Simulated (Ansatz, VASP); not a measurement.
**Ta2Al (Ta-Al-Ta stack, (100) layers) in two plane-wave programs**

One calculation is typed for both programs; each brings its own data sets. How far apart do they land? Of the first pair: The structure shown is the start of the Ansatz relaxation below; VASP solves that cell, so the two are compared at the walk's first step.

Program: Ansatz 0.2.0. Level of theory: plane waves, with VASP 6.6.1 beside it; PBEsol. Results are calculated unless marked as measured.

## 1. The structure

The cell holds 3 atoms: 2 Ta and 1 Al. Cell: a = 2.864 Å, b = 2.864 Å, c = 31.900 Å, α = 90.0°, β = 90.0°, γ = 90.0°. It derives from Ta2Al. Vacuum lies along c. The height across the vacuum is the one that the program set for its solve, not the one typed.

## 2. Ansatz: relaxation, PBEsol

Ansatz runs on its PAW soft_1 files.

The two programs are compared at the cell with which this relaxation starts, whose forces are those of its first step.

Input file input.yaml:

```yaml
crystal:
  lattice:
    - [2.86378, 0.0, 0.0]
    - [0.0, 2.86378, 0.0]
    - [0.0, 0.0, 15.05]
  atoms:
    - { symbol: Ta, position: [0.0, 0.0, 0.3654485] }
    - { symbol: Al, position: [0.5, 0.5, 0.5] }
    - { symbol: Ta, position: [0.0, 0.0, 0.6345515] }
  periodic: [true, true, false]
kpoints:
  mp_grid: { grid: [8, 8, 1] }
hamiltonian:
  xc: pbesol
  pseudopotentials: { kind: paw, azcp: { folder: soft_1 }, xc_functional: pbe }
scf:
  occupations: { method: gaussian, width: 0.1 }
output:
  forces: true
  stress: true
  eigenvalues: true
relax:
  adjacent_minimum: "off"
  f_tol: 0.05
  max_steps: 80
  cell: { stress_2d_tol: 0.02 }
```

The run is started by

```console
ansatz run input.yaml --threads 4 --pin off --max-ram 12288MiB --backend cpu --events-out ev --progress --plain --runs-dir out
```

Numbers of over 12 decimals in the logs are rounded to 6 here.

The program printed:

```text
Warning: crystal.periodic: the lattice vector that does not repeat stood 0.000° off the slab's normal, 15.050 Å along it as the deck builds it. The run solves the slab on a vector along the normal, 31.900 Å long, with every atom where it was (on the deck's vector they left 11.00 Å outside them, and the widest stretch free of ions among them is 2.03 Å). A fractional position that the run reports is one of the run's ce [...]
The last accepted step is kept in <dir> (removed where the run ends without a failure and the disk answers)
crystal.periodic: the lattice vector that does not repeat stood 0.000° off the slab's normal, 15.050 Å along it as the deck builds it. The run solves the slab on a vector along the normal, 31.900 Å long, with every atom where it was (on the deck's vector they left 11.00 Å outside them, and the widest stretch free of ions among them is 2.03 Å). A fractional position that the run reports is one of the run's cell, which [...]
Engine: ansatz 0.2.0, aarch64-unknown-linux-gnu
Pseudopotentials: kind: paw
Pseudopotential: Ta, paw, valence charge 13, recommended cutoff 420 eV (normal), soft_1/Ta.paw.azcp
Pseudopotential: Al, paw, valence charge 3, recommended cutoff 420 eV (normal), soft_1/Al.paw.azcp
Functional definition: PBEsol
  exchange = pbesol_x
  correlation = pbesol_c
Crystal: 3 atoms, lattice volume = 261.619 Å³
Basis set: ecut = 420 eV, 5135 PW (Γ), exchange–correlation on 40×40×432 points (8 copies of the dense FFT grid, shifted against one another)
Bands: 19, of which v1, the nominal top of the filled ones, is band 15 counted from 1 (14 counted from 0)
Symmetry: 16 space group operations
Space group: P4/mmm (ITA 123), of the structure as read, at distance tolerance 6.4e-5 Å
k-points: 15 of 64
Non-local potential: Ta, projectors of the file, l = 0: 3, l = 1: 2, l = 2: 2, l = 3: 1
Non-local potential: Al, projectors of the file, l = 0: 2, l = 1: 2, l = 2: 1
PAW form: soft (Blöchl's): semilocal exchange-correlation on the pseudo side does not see the compensation charge
PAW frozen core: Ta, regenerated for the run's functional, and the local potential with it (the file was generated under x = pbe(κ = 0.804, μ = 0.219515), c = pbe(β = 0.066725))
PAW frozen core: Al, regenerated for the run's functional, and the local potential with it (the file was generated under x = pbe(κ = 0.804, μ = 0.219515), c = pbe(β = 0.066725))
PAW one-centre angular grid: Ta, 590 points (default); XC on 64 Gauss nodes
PAW one-centre angular grid: Al, 110 points (default); XC on 64 Gauss nodes
Initial density: superposition of atomic densities (neutral atoms: chi_scale 0, normalization atom)
Initial wavefunctions: pseudopotential atomic-orbital guess
Functional: x = pbesol(κ = 0.804, μ = 0.123457), c = pbesol(β = 0.046)
SCF iter   1: F=—  HF=-20138.019853 eV  |F-HF|=—  |Δ(HF+E_count)|=         —  Δρ=2.68e-2  dr2=9.74e0  ethr=3.10e-3  ⟨swp⟩=12.8  Hψ=2348  notcnv=0
[...]
preconditioner: auto → LDOS  [insulator: Δε(μ)=0.098 eV  Ē_g=4.647 eV  σ=0.100 eV  W_gap=0.51  n_scr=18 (ndim 8)  ℏωp=8.8 eV  f_vac=0.708  D(μ)=2.80/eV (n_scr^D=14)  ε∞_Penn≈4.6  β→1.0]
SCF iter   2: F=—  HF=-20136.766101 eV  |F-HF|=—  |Δ(HF+E_count)|=   1.47e-2  Δρ=1.39e-3  dr2=1.42e-2  ethr=3.93e-4  ⟨swp⟩=2.5  Hψ=500  notcnv=0
SCF iter   3: F=—  HF=-20136.765359 eV  |F-HF|=—  |Δ(HF+E_count)|=   7.41e-4  Δρ=3.02e-4  dr2=3.45e-4  ethr=4.88e-5  ⟨swp⟩=2.5  Hψ=498  notcnv=0
SCF iter   4: F=—  HF=-20136.765518 eV  |F-HF|=—  |Δ(HF+E_count)|=   1.59e-4  Δρ=1.14e-4  dr2=3.45e-5  ethr=1.19e-6  ⟨swp⟩=3.5  Hψ=630  notcnv=0
SCF iter   5: F=—  HF=-20136.765517 eV  |F-HF|=—  |Δ(HF+E_count)|=   1.90e-6  Δρ=3.78e-5  dr2=2.78e-6  ethr=1.19e-7  ⟨swp⟩=3.8  Hψ=657  notcnv=0
SCF iter   6: F=-20136.765517 eV  HF=-20136.765517 eV  |F-HF|=3.21e-7  |Δ(HF+E_count)|=   3.13e-7  Δρ=9.08e-6  dr2=2.22e-7  ethr=1.03e-9  ⟨swp⟩=14.2  Hψ=2222  notcnv=0
SCF 5 converged in 6 iterations: F = -20136.765517 eV  dr2 = 2.22e-7
relax step   5: F+E_penalty+E_count = -20136.76551723 eV  Δ(F+E_penalty+E_count) = -2.339e-2 eV  max|allowed force component| = 2.130e-2 eV/Å  Δτ_max = 0.0583 Å  P = +0.066 N/m  Ω = 233.196 Å³  energy of the carried Pulay correction = +9.846e-4 eV  fix = [c, alpha, beta]  reactions: c +0.000 N/m  (6 SCF iters, dr2 threshold 3.00e-7 eV, accepted)
[...]
relax step   6: F+E_penalty+E_count = -20136.76558660 eV  Δ(F+E_penalty+E_count) = -6.937e-5 eV  max|allowed force component| = 2.582e-3 eV/Å  Δτ_max = 0.0040 Å  P = +0.040 N/m  Ω = 233.105 Å³  energy of the carried Pulay correction = +9.880e-4 eV  fix = [c, alpha, beta]  reactions: c +0.000 N/m  (6 SCF iters, dr2 threshold 5.60e-9 eV, accepted)
[...]
relax step   7: F+E_penalty+E_count = -20136.76558819 eV  Δ(F+E_penalty+E_count) = -1.586e-6 eV  max|allowed force component| = 1.359e-4 eV/Å  Δτ_max = 0.0007 Å  P = -0.005 N/m  Ω = 233.191 Å³  energy of the carried Pulay correction = +9.848e-4 eV  fix = [c, alpha, beta]  reactions: c +0.000 N/m  (5 SCF iters, dr2 threshold 1.99e-9 eV, accepted)
[...]
relax step   8: F+E_penalty+E_count = -20136.76489269 eV  Δ(F+E_penalty+E_count) = +6.955e-4 eV  max|allowed force component| = 1.961e-4 eV/Å  Δτ_max = 0.0000 Å  P = -0.014 N/m  Ω = 233.191 Å³  fix = [c, alpha, beta]  reactions: c +0.000 N/m  stress off target by 1.39e-2 N/m on what of the cell is left free  SCF on the basis re-selected at this cell (its energy is not comparable with the rows above)  (6 SCF iters)
basis re-selected at this cell: Δ(F+E_penalty+E_count) = +6.955e-4 eV, ΔP = -0.009 N/m vs the last step (what re-selecting the basis moved, of the pressure what is left beyond the Pulay correction that the steps carried, after the strain that the cell walked since its last selection, with what the two solves' SCF thresholds leave and, on support functions, any second-order correction that the steps lacked; it is no m [...]
SCF converged after 6 iterations
Free energy (F): -20136.764893 eV
Harris-Foulkes:  -20136.764893 eV  (|F-HF|=2.00e-10)
Internal energy: -20136.750105 eV  (E = F + TS)
E sigma→0 (E₀):  -20136.757499 eV
Entropy (-TS):   -0.014787 eV (-4.929 meV/atom)
Fermi energy:    -5.315491 eV
--- Per-component energies (eV) ---
  E_band       = -868.775854
  E_kinetic    = 812.982506
  E_local      = -60434.283724  (includes V_loc(G=0)·N_el)
  E_nonlocal   = -6.793336
  E_hartree    = 29734.023695
  E_xc         = -674.345374
  E_vxc        = -495.350506  (∫ρ·V_xc dr)
  E_paw        = -16819.517101  (= ΣΔE_a)
  E_vpaw       = -213.378340  (= ΣTr[D̂ρ^β])
  E_aug_tail   = 0.000198  (compensation charges beyond the density's cutoff)
  E_ewald      = 27250.736466
  E_core_change = 0.446565  (= ΣΔE_core)
  E_smearing   = -0.014787  (= −TS)
  E_closure    = 0.000000  (closes the sum)
  Σ components = -20136.764893   (vs F -20136.764893, Δ=0.00e0)
--- Forces (eV/Å), atoms counted from 1 ---
  atom   1  Ta     0.00000000     0.00000000     0.00019610
  atom   2  Al    -0.00000000    -0.00000000     0.00000000
  atom   3  Ta     0.00000000     0.00000000    -0.00019610
  max |Σ_I F_I| component: 2.71e-20 eV/Å
--- 2D stress c σ (N/m, compression-positive) ---
       -0.013923       0.000000       0.000000
        0.000000      -0.013923       0.000000
        0.000000       0.000000       0.000000
  P = ½ c Tr σ = -0.0139 N/m
--- Band table (eV; the first three rows and the last of 15) ---
  k-point 0: bands = [... 11 lower, -7.9616, -7.8806, -6.0434, -5.6063, -5.2170, -2.0335, -2.0335, -1.6160]
  k-point 1: bands = [... 11 lower, -7.5339, -7.4697, -5.8324, -5.7211, -5.5501, -2.9038, -1.9155, -1.7175]
  k-point 2: bands = [... 11 lower, -6.9930, -6.8675, -6.0659, -6.0438, -4.9135, -3.2077, -1.7008, -1.4171]
  k-point 14: bands = [... 11 lower, -8.0082, -6.2871, -6.2871, -5.5823, -2.6810, -2.0984, -2.0984, -1.5919]
--- Relaxed structure (7 steps of the walk, 7 accepted, 1 SCFs on fresh bases) ---
  F+E_penalty+E_count = -20136.76489269 eV   max|allowed force component| = 1.961e-4 eV/Å   (the final SCF, on the basis selected at the relaxed cell)
  cell:  # Å, volume = 233.1912 Å³
    - [2.703714, 0, 0.0]
    - [0, 2.703714, 0.0]
    - [0.0, 0.0, 31.900000]
  atoms:
    - { symbol: Ta, position: [0, 0, 0.171120] }
    - { symbol: Al, position: [0.5, 0.5, 0.235893] }
    - { symbol: Ta, position: [0, 0, 0.300667] }
```

## 3. VASP: single point, PBEsol, start cell, pair 1

The same cell, functional, mesh and smearing now go to VASP, with its own data sets.

Lines of VASP's logs that name or quote its potential files are left out, and so is its time.

Input file INCAR:

```
SYSTEM = Ta2Al
PREC = Accurate
ENCUT = 400
EDIFF = 1E-06
NELM = 120
ISMEAR = 0
SIGMA = 0.1
LREAL = .FALSE.
ALGO = Normal
GGA = PS
NBANDS = 18
LASPH = .TRUE.
LORBIT = 11
LWAVE = .FALSE.
LCHARG = .FALSE.
ISIF = 2
LDIPOL = .TRUE.
IDIPOL = 3
DIPOL = 0.5 0.5 0.236
LVHAR = .TRUE.
GGA_COMPAT = .FALSE.
NELMDL = -8
```

Input file POSCAR:

```
Ta2Al
1.0
    2.8637800000      0.0000000000      0.0000000000
    0.0000000000      2.8637800000      0.0000000000
    0.0000000000      0.0000000000     31.9000000000
Ta Al
2 1
Direct
    0.0000000000      0.0000000000      0.1724137931
    0.0000000000      0.0000000000      0.2993730408
    0.5000000000      0.5000000000      0.2358934169
```

Input file KPOINTS:

```
Automatic mesh
0
Gamma
8 8 1
0 0 0
```

The projector-augmented-wave data sets are Ta_pv and Al (PBE family, release 64).

The run is started by

```console
mpirun -np 1 vasp_std
```

The program printed:

```text
[banner, memory and clock lines left out]
running    1 mpi-ranks, on    1 nodes
 distrk:  each k-point on    1 cores,    1 groups
 distr:  one band on    1 cores,    1 groups

 POSCAR found type information on POSCAR TaAl
 POSCAR found :  2 types and       3 ions
|                                                                             |
|               ----> ADVICE to this user running VASP <----                  |
|                                                                             |
|     You enforced a specific xc type in the INCAR file but a different       |
|     [... a line on the potential file left out ...]
|     I HOPE YOU KNOW WHAT YOU ARE DOING!                                     |
|                                                                             |

 LDA part: xc-table for (Slater+PW92), standard interpolation
 POSCAR, INCAR and KPOINTS ok, starting setup
 FFT: planning ... GRIDC
 FFT: planning ... GRID_SOFT
 FFT: planning ... GRID
 WAVECAR not read
 entering main loop
       N       E                     dE             d eps       ncg     rms          rms(c)
DAV:   1     0.998999406832E+02    0.99900E+02   -0.11501E+04   748   0.835E+02
DAV:   2    -0.228906852784E+02   -0.12279E+03   -0.12117E+03   768   0.205E+02
DAV:   3    -0.286499782585E+02   -0.57593E+01   -0.55570E+01   782   0.392E+01
DAV:   4    -0.287990388238E+02   -0.14906E+00   -0.14768E+00   862   0.481E+00
DAV:   5    -0.288005261168E+02   -0.14873E-02   -0.14843E-02   836   0.514E-01
DAV:   6    -0.288005661894E+02   -0.40073E-04   -0.40066E-04   902   0.684E-02
DAV:   7    -0.288005674413E+02   -0.12519E-05   -0.12519E-05   818   0.969E-03
DAV:   8    -0.288005675535E+02   -0.11213E-06   -0.11214E-06   776   0.196E-03    0.154E+01
DAV:   9    -0.265327765270E+02    0.22678E+01   -0.13848E+01   546   0.172E+01    0.640E+00
DAV:  10    -0.263220735294E+02    0.21070E+00   -0.20302E+00   618   0.764E+00    0.184E+00
DAV:  11    -0.262573367823E+02    0.64737E-01   -0.37136E-01   646   0.265E+00    0.460E-01
DAV:  12    -0.262565069029E+02    0.82988E-03   -0.15887E-02   734   0.682E-01    0.284E-01
DAV:  13    -0.262566639531E+02   -0.15705E-03   -0.25813E-03   698   0.278E-01    0.132E-01
DAV:  14    -0.262571468457E+02   -0.48289E-03   -0.74802E-04   730   0.129E-01    0.510E-02
DAV:  15    -0.262575104540E+02   -0.36361E-03   -0.22121E-04   628   0.697E-02    0.184E-02
DAV:  16    -0.262577818320E+02   -0.27138E-03   -0.94180E-05   734   0.334E-02    0.778E-03
DAV:  17    -0.262579154808E+02   -0.13365E-03   -0.31644E-05   662   0.211E-02    0.543E-03
DAV:  18    -0.262579481684E+02   -0.32688E-04   -0.34137E-06   532   0.944E-03    0.287E-03
DAV:  19    -0.262580046132E+02   -0.56445E-04   -0.29199E-06   448   0.506E-03    0.150E-03
DAV:  20    -0.262580325900E+02   -0.27977E-04   -0.13238E-06   376   0.340E-03    0.787E-04
DAV:  21    -0.262580433331E+02   -0.10743E-04   -0.34716E-07   342   0.153E-03    0.232E-04
DAV:  22    -0.262580457665E+02   -0.24334E-05   -0.47669E-08   316   0.105E-03    0.149E-04
DAV:  23    -0.262580466917E+02   -0.92513E-06   -0.24980E-08   298   0.602E-04
   1 F= -.26258047E+02 E0= -.26247399E+02  d E =-.212949E-01
```

From OUTCAR (step 3):

```text
ion  position               nearest neighbor table
   1  0.000  0.000  0.172-   3 2.86   3 2.86   3 2.86   3 2.86
   2  0.000  0.000  0.299-   3 2.86   3 2.86   3 2.86   3 2.86
   3  0.500  0.500  0.236-   1 2.86   1 2.86   1 2.86   1 2.86   2 2.86   2 2.86   2 2.86   2 2.86

  LATTYP: Found a simple tetragonal cell.
 ALAT       =     2.8637800000
 C/A-ratio  =    11.1391238154

 Subroutine GETGRP returns: Found 16 space group operations
 (whereof  8 operations were pure point group operations)

The static configuration has the point symmetry C_4v.
 The point group associated with its full space group is D_4h.

 Found     15 irreducible k-points:

   k-points           NKPTS =     15   k-points in BZ     NKDIM =     15   number of bands    NBANDS=     18

   dimension x,y,z NGX =    20 NGY =   20 NGZ =  210
   dimension x,y,z NGXF=    40 NGYF=   40 NGZF=  420

   ENCUT  =  400.0 eV  29.40 Ry    5.42 a.u.   4.67  4.67 52.02*2*pi/ulx,y,z

   NELECT =      25.0000    total number of electrons

 k-points in reciprocal lattice and weights: Automatic mesh
   0.00000000  0.00000000  0.00000000       0.016
   0.12500000  0.00000000  0.00000000       0.062
   0.25000000  0.00000000  0.00000000       0.062
   0.37500000  0.00000000  0.00000000       0.062
   0.50000000  0.00000000  0.00000000       0.031
   0.12500000  0.12500000  0.00000000       0.062
   0.25000000  0.12500000  0.00000000       0.125
   0.37500000  0.12500000  0.00000000       0.125
   0.50000000  0.12500000  0.00000000       0.062
[...]
0.50000000  0.37500000  0.00000000       0.062
   0.50000000  0.50000000  0.00000000       0.016

 dipolmoment           0.000000      0.000000      0.000000 electrons x Angstroem

 average (electrostatic) potential at core
       1 -45.3155       2 -45.3155       3 -82.2422

 E-fermi :  -2.8349

 k-point     1 :       0.0000    0.0000    0.0000
  band No.  band energies     occupation
    ...
      9      -6.6363      2.00000
     10      -4.9882      2.00000
     11      -4.8709      2.00000
     12      -3.0139      1.98866
     13      -2.9648      1.93381
     14      -2.2870      0.00000
     15      -0.3543      0.00000
     16      -0.3543      0.00000
     17       0.1763      0.00000
     18       0.1763      0.00000

 k-point     2 :       0.1250    0.0000    0.0000
  band No.  band energies     occupation
    ...
      9      -6.2913      2.00000
     10      -4.6983      2.00000
     11      -4.5623      2.00000
     12      -3.1349      1.99998
     13      -2.9147      1.74084
     14      -2.6603      0.01354
     15      -0.8317      0.00000
     16      -0.2569      0.00000
     17       0.2586      0.00000
     18       0.3909      0.00000

 k-point     3 :       0.2500    0.0000    0.0000
  band No.  band energies     occupation
    ...
      9      -5.6822      2.00000
     10      -4.3746      2.00000
     11      -4.1192      2.00000
     12      -3.4745      2.00000
     13      -3.3970      2.00000
     14      -2.2034      0.00000
     15      -0.8648      0.00000
     16      -0.0647      0.00000
     17       0.3448      0.00000
     18       0.5814      0.00000

  Total       -5.9899201     -5.9899201     -3.1517634      0.0000000      0.0000000      0.0000000
  in kB      -36.6827279    -36.6827279    -19.3016394      0.0000000      0.0000000      0.0000000
  external PRESSURE =     -30.8890317 kB  Pullay stress =       0.0000000 kB

  energy-cutoff  :      400.00
  volume of cell :      261.62
      direct lattice vectors                 reciprocal lattice vectors
     2.863780000  0.000000000  0.000000000     0.349188834  0.000000000  0.000000000
     0.000000000  2.863780000  0.000000000     0.000000000  0.349188834  0.000000000
     0.000000000  0.000000000 31.900000000     0.000000000  0.000000000  0.031347962

 POSITION                                       TOTAL-FORCE (eV/Angst)
 -----------------------------------------------------------------------------------
      0.00000      0.00000      5.50000         0.000000      0.000000      0.771127
      0.00000      0.00000      9.55000         0.000000     -0.000000     -0.771127
      1.43189      1.43189      7.52500         0.000000      0.000000     -0.000000
 -----------------------------------------------------------------------------------
    total drift:                                0.000000      0.000000      0.000025

  FREE ENERGIE OF THE ION-ELECTRON SYSTEM (eV)
  ---------------------------------------------------
  free  energy   TOTEN  =       -26.2580466917 eV

  energy  without entropy=      -26.2367517596  energy(sigma->0) =      -26.24739923

 vacuum level on the upper side and lower side of the slab         2.409         2.409

 total charge
# of ion       s       p       d       tot
------------------------------------------
    1        0.357   6.090   2.326   8.773
    2        0.357   6.090   2.326   8.773
    3        0.396   0.398   0.000   0.795
--------------------------------------------------
tot          1.110  12.578   4.652  18.341

[... 3 further parts left out ...]
```

The run ends at a pressure of -3.09 GPa, with forces up to 0.77 eV/Å.

## 4. Comparison

Known differences besides the potentials themselves: Ansatz cuts the interaction across the vacuum, VASP repeats the sheet with a dipole correction (LDIPOL); the data sets hold 29 valence electrons in Ansatz (on its PAW soft_1 files) and 25 in VASP; the cutoff is 420 eV in Ansatz and 400 eV in VASP; Ansatz makes its cores anew for this functional, VASP keeps those of its PBE data sets. Total energies have different zeros and are not compared.

Forces (eV/Å; atoms numbered as in POSCAR):

```
atom        Ansatz x, y, z          VASP x, y, z
 Ta1   0.000, 0.000, 0.774   0.000, 0.000, 0.771
 Ta2  0.000, 0.000, -0.774  0.000, 0.000, -0.771
 Al3   0.000, 0.000, 0.000   0.000, 0.000, 0.000
```

The forces differ by 1.5 meV/Å r.m.s., which is 0.4 % of the r.m.s. force of 0.364 eV/Å (both taken over all components). Where the cell holds vacuum, a pressure given here is an average over it and none of the material.

## 5. Ansatz: relaxation, PBEsol

This run makes the geometry at which the two programs are then compared.

The structure compared here is the end of the Ansatz relaxation.

This is the run of step 2 again, met here at its other cell.

[end of part 1 of 2]

[Lines on the potential files, build, host, timing and source positions are cut from VASP's logs without a mark.]

[Logs are printed without paths, hosts, clocks, repeated set-up lines and the standing remarks that a program may print on its own settings, such as how far it seeks lower states.]

[Hosts, paths, dates, database ids (printed as entryN), source tags and the programs' standing remarks are cut or masked in the printed files.]
